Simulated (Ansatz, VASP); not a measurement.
# Ti (Titanium) in two plane-wave programs, part 2 of 2

One calculation is typed for both programs; each brings its own data sets. How far apart do they land? The cell is taken from a series of runs on this material, whose earlier steps may have relaxed, scaled, displaced or heated it; both programs get it as it stands.

VASP 6.6.1 and Ansatz 0.2.0.

So far: Starting point; VASP: zone-centre phonons, LDA.

## (3) Ansatz: zone-centre phonons, LDA

Level of this step: Ansatz beside VASP: Kohn-Sham DFT, plane waves, LDA (Ansatz).

Ansatz runs on its PAW soft_1 files.

The same cell, functional (in two slightly different forms), mesh and smearing now go to Ansatz, which takes its cutoff from its data sets.

Input file input.yaml:

```yaml
crystal:
  lattice:
    - [2.845357075, 0.0, 0.0]
    - [-1.4226785375, 2.4641515098, 0.0]
    - [0.0, 0.0, 4.6246738551]
  atoms:
    - { symbol: Ti, position: [0.3333336331, 0.6666663669, 0.25] }
    - { symbol: Ti, position: [0.6666663669, 0.3333336331, 0.75] }
kpoints:
  mp_grid: { grid: [18, 18, 12] }
hamiltonian:
  xc: lda
  pseudopotentials: { kind: paw, azcp: { folder: soft_1 }, xc_functional: pbe }
scf:
  occupations: { method: methfessel_paxton, width: 0.2 }
output:
  eigenvalues: true
phonons:
  method: dfpt
```

On the command line:

```bash
ansatz run input.yaml --threads 4 --pin off --max-ram 10240MiB --backend cpu --events-out ev --progress --plain --runs-dir out
```

Numbers of over 12 decimals in the logs are rounded to 6 here.

Log:

```text
Warning: the atoms were moved onto the symmetric positions of the space group found under crystal.symmetry.tolerance 1.0e-5 (fractional; no operation is sought that the atoms, as they stand in a round, miss by more than twice it, and no atom is moved by as much as it), and the run uses the moved positions. Before a round's move an operation carried an atom to 2.56e-6 Å from where it should land, the largest such dist [...]
zone centre: on kpoints.mp_grid the ground state, and the responses unless they are solved on pairs of k-points, stand on 637 of the mesh's 3888 k-points, reduced under 4 symmetry operations, with k and −k counted as one. Each operation leaves every solved displacement unchanged or reverses it
Engine: ansatz 0.2.0, x86_64-unknown-linux-gnu
Pseudopotentials: kind: paw
Pseudopotential: Ti, paw, valence charge 12, recommended cutoff 420 eV (normal), soft_1/Ti.paw.azcp
Functional definition: SPW92
  exchange = slater_x
  correlation = pw_c
Crystal: 2 atoms, lattice volume = 32.425 Å³
Basis set: ecut = 420 eV, 627 PW (Γ), exchange–correlation on 40×40×64 points (8 copies of the dense FFT grid, shifted against one another)
Bands: 16, of which v1, the nominal top of the filled ones, is band 12 counted from 1 (11 counted from 0)
Symmetry: 24 space group operations
k-points: 637 of 3888 (irreducible under 4 space group operations, time reversal used)
Non-local potential: Ti, projectors of the file, l = 0: 3, l = 1: 2, l = 2: 3, l = 3: 1
PAW form: soft (Blöchl's): semilocal exchange-correlation on the pseudo side does not see the compensation charge
PAW frozen core: Ti, regenerated for the run's functional, and the local potential with it (the file was generated under x = pbe(κ = 0.804, μ = 0.219515), c = pbe(β = 0.066725))
PAW one-centre angular grid: Ti, 590 points (default); XC on 64 Gauss nodes
Initial density: superposition of atomic densities (chi_scale 0.1, normalization cell)
Initial wavefunctions: pseudopotential atomic-orbital guess
Functional: x = slater, c = lda
SCF iter   1: F=—  HF=-4901.021070 eV  |F-HF|=—  |Δ(HF+E_count)|=         —  Δρ=6.11e-2  dr2=1.20e0  ethr=3.10e-3  ⟨swp⟩=4.4  Hψ=89946  notcnv=0
automatic band count: the SCF goes on with 20 bands, as 16 were too few: they end inside the smearing window of the response
preconditioner: auto → none  [metal: Δε(μ)=0.003 eV  Ē_g=4.775 eV  σ=0.200 eV  W_gap=0.01  n_scr=8 (ndim 8)  ℏωp=18.4 eV  f_vac=0.000  D(μ)=1.60/eV (n_scr^D=22)  sad-step TF]
SCF iter   2: F=—  HF=-4900.743198 eV  |F-HF|=—  |Δ(HF+E_count)|=   2.78e-1  S|Δr|=    0.00e0  Δρ=3.44e-2  dr2=4.02e-1  ethr=3.10e-3  ⟨swp⟩=2.0  Hψ=21404  notcnv=0  defer=913
SCF iter   3: F=—  HF=-4900.609789 eV  |F-HF|=—  |Δ(HF+E_count)|=   1.33e-1  S|Δr|=    0.00e0  Δρ=1.25e-3  dr2=3.03e-4  ethr=1.67e-3  ⟨swp⟩=2.8  Hψ=21733  notcnv=0  defer=913
SCF iter   4: F=—  HF=-4900.609828 eV  |F-HF|=—  |Δ(HF+E_count)|=   3.93e-5  S|Δr|=    0.00e0  Δρ=1.18e-4  dr2=2.78e-6  ethr=1.26e-6  ⟨swp⟩=2.7  Hψ=22312  notcnv=0  defer=879
SCF iter   5: F=—  HF=-4900.609831 eV  |F-HF|=—  |Δ(HF+E_count)|=   3.58e-6  S|Δr|=    0.00e0  Δρ=5.56e-5  dr2=6.94e-7  ethr=1.16e-8  ⟨swp⟩=2.0  Hψ=20287  notcnv=0  defer=879
SCF iter   6: F=—  HF=-4900.609831 eV  |F-HF|=—  |Δ(HF+E_count)|=   1.77e-7  S|Δr|=    0.00e0  Δρ=9.86e-6  dr2=1.61e-8  ethr=2.89e-9  ⟨swp⟩=3.0  Hψ=19550  notcnv=0  defer=879
SCF iter   7: F=—  HF=-4900.609831 eV  |F-HF|=—  |Δ(HF+E_count)|=   7.33e-9  S|Δr|=    0.00e0  Δρ=9.12e-7  dr2=1.23e-10  ethr=6.71e-11  ⟨swp⟩=2.9  Hψ=19849  notcnv=0  defer=879
SCF iter   8: F=-4900.609831 eV  HF=-4900.609831 eV  |F-HF|=2.73e-12  |Δ(HF+E_count)|=  8.09e-11  S|Δr|=    0.00e0  Δρ=2.49e-8  dr2=9.03e-14  ethr=1.00e-12  ⟨swp⟩=8.7  Hψ=50061  notcnv=0
SCF 1 converged in 8 iterations: F = -4900.609831 eV  dr2 = 9.03e-14
  greatest PAW one-centre occupation: 0.998 electrons in one spin orbital (limit 2), on the Ti atom at site 1 (counted from 0), in its partial waves of l = 0
DFPT response loops at Γ: preconditioner auto → Kerker (q_TF=auto, 2.595 Å⁻¹) (partly filled bands, converged f_vac=0.000); β = 1.00, the filter's whole step (`scf.mixing.beta` (0.50) is not read by the response loops under this deck's `scf.mixing.preconditioner`; to damp them name `kerker` or `kerker_dos`, under which they read `scf.mixing.beta`, and type it under 1.00, their step now; both keys bind the ground state too); Broyden in place of MSR1
SCF converged after 8 iterations
Stability not checked: this state was not tested for a lower state beside it, because cold or Methfessel-Paxton smearing, or corrected tetrahedra, fill the levels in a way that the test cannot read (fill_not_monotonic; see scf.lower_state_search)
Free energy (F): -4900.609831 eV
Harris-Foulkes:  -4900.609831 eV  (|F-HF|=2.73e-12)
Internal energy: -4900.613717 eV  (E = F + TS)
E sigma→0 (E₀):  -4900.610803 eV
Entropy (-TS):   0.003886 eV (1.943 meV/atom)
Fermi energy:    14.080529 eV
--- Per-component energies (eV) ---
  E_band       = -290.822363
  E_kinetic    = 565.388951
  E_local      = -1678.063616  (includes V_loc(G=0)·N_el)
  E_nonlocal   = 130.147515
  E_hartree    = 666.911190
  E_xc         = -231.097468
  E_vxc        = -291.180327  (∫ρ·V_xc dr)
  E_paw        = -1988.363586  (= ΣΔE_a)
  E_vpaw       = -350.937129  (= ΣTr[D̂ρ^β])
  E_aug_tail   = -0.000150  (compensation charges beyond the density's cutoff)
  E_ewald      = -2366.188455
  E_core_change = 0.651901  (= ΣΔE_core)
  E_smearing   = 0.003886  (= −TS)
  E_closure    = -0.000000  (closes the sum)
  Σ components = -4900.609831   (vs F -4900.609831, Δ=0.00e0)
--- Band table (eV; the first three rows and the last of 637) ---
  k-point 0: bands = [... 8 lower, 7.8286, 11.2247, 14.8252, 14.8953, 14.8953, 14.8978, 15.4005, 15.4005, ... 4 higher]
  k-point 1: bands = [... 8 lower, 7.8891, 11.2017, 14.7885, 14.7923, 14.8702, 14.8702, 15.3697, 15.3697, ... 4 higher]
  k-point 2: bands = [... 8 lower, 8.0681, 11.1185, 14.5213, 14.6974, 14.8164, 14.8164, 15.2857, 15.2857, ... 4 higher]
  k-point 636: bands = [... 8 lower, 11.9814, 11.9814, 13.4785, 13.4785, 14.0178, 14.0178, 15.7271, 15.7271, ... 4 higher]
--- Phonons (Γ-DFPT): 2 representative perturbations + reference, on 637 of 3888 k-points (Σ response iterations 6) ---
  k mesh reduced under 4 symmetry operations, with k and −k counted as one. Each operation leaves every solved displacement unchanged or reverses it
  ASR residual: 9.578e-6 → 0.000e0 eV/Å²; symmetrization residual: 3.340e-13 eV/Å²
  ASR residual per site (eV/Å²): 9.58e-6 9.58e-6
  Γ frequencies (cm⁻¹): 0.00 0.00 0.00 111.22 111.22 192.00
  non-analytic LO–TO correction: not included (Born effective charges unavailable; polar crystals: no LO–TO splitting at Γ)
```

The column dr2 measures how far the density is from self-consistency, as an energy; F and HF (Harris–Foulkes) agree once it is small.

## (4) Differences

Known differences besides the potentials themselves: the two LDA forms differ slightly; the cutoff is 420 eV in Ansatz and 500 eV in VASP; VASP's log shows a relativistic correction to its local exchange, Ansatz's none. Total energies have different zeros and are not compared.

Compared:

| quantity | Ansatz | VASP | difference |
| --- | --- | --- | --- |
| optical mode 1 to 2 (cm⁻¹) | 111.2 | 111.2 | +0.01 % |
| optical mode 3 (cm⁻¹) | 192.0 | 193.9 | -0.98 % |

Modes are paired by rising frequency, not by their patterns, so a pair may set unlike modes beside each other; they are those without the splitting of longitudinal modes.

## (5) Outcome

```yaml
r_m_s_difference_of_the_optical_zone_centre_modes_each_program_s_sorted_by_frequency_zone_centre_phonons_lda: 1.1 cm⁻¹
difference_in_optical_mode_3_zone_centre_phonons_lda: -1.0 %
```

**Reading.** The r.m.s. difference of the optical zone-centre modes, each program's sorted by frequency is 1.1 cm⁻¹ (zone-centre phonons, LDA). Among the rows given in per cent, the largest difference of the zone-centre phonons, LDA pair is in optical mode 3, -1.0 %. How closely two codes agree says nothing of how well the functional describes the real material.

[Lines on the potential files, build, host, timing and source positions are cut from VASP's logs without a mark.]

[Logs are printed without paths, hosts, clocks, repeated set-up lines and the standing remarks that a program may print on its own settings, such as how far it seeks lower states.]

[Hosts, paths, dates, database ids (printed as entryN), source tags and the programs' standing remarks are cut or masked in the printed files.]
